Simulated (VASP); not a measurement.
Consider the following.

```
CELL_PARAMETERS angstrom
      1.79000    -3.10037     0.00000
      1.79000     3.10037     0.00000
      0.00000     0.00000     5.62000
ATOMIC_POSITIONS crystal
  Ho 0.33333 0.66667 0.25000
  Ho 0.66667 0.33333 0.75000
```

The numbers are results of rev-vdW-DF2, VASP's PBE PAW potentials (set 64) (plane waves; VASP), not measurements. Settings: 520 eV cut-off, 11×11×6 Γ-centred mesh, first-order Methfessel-Paxton smearing of 0.10 eV, potentials Ho_3.

The 4f electrons are frozen in the core of the lanthanide potential, so 4f levels, which can set the real gap, and their magnetism are missing. Energy and stress use the plane-wave basis of the starting cell.

Problem. The ions, cell shape and volume are relaxed. Give the cell that the relaxation ends in.

Solution. 
```
CELL_PARAMETERS angstrom
      1.78227    -3.08698     0.00000
      1.78227     3.08698     0.00000
      0.00000     0.00000     5.47667
ATOMIC_POSITIONS crystal
  Ho 0.33333 0.66667 0.25000
  Ho 0.66667 0.33333 0.75000
```
Space group P6_3/mmc (194), at a tolerance of 0.03 Å.

Problem. How do energy and volume change from the first to the last step?

Solution. The energy (σ→0) changes by -7.2 meV/atom and the volume by -3.4 %, in 6 ionic steps.

The compound is Ho in the hcp structure. This run relaxes it. Symmetry was kept, so distortions that lower it aren't found.
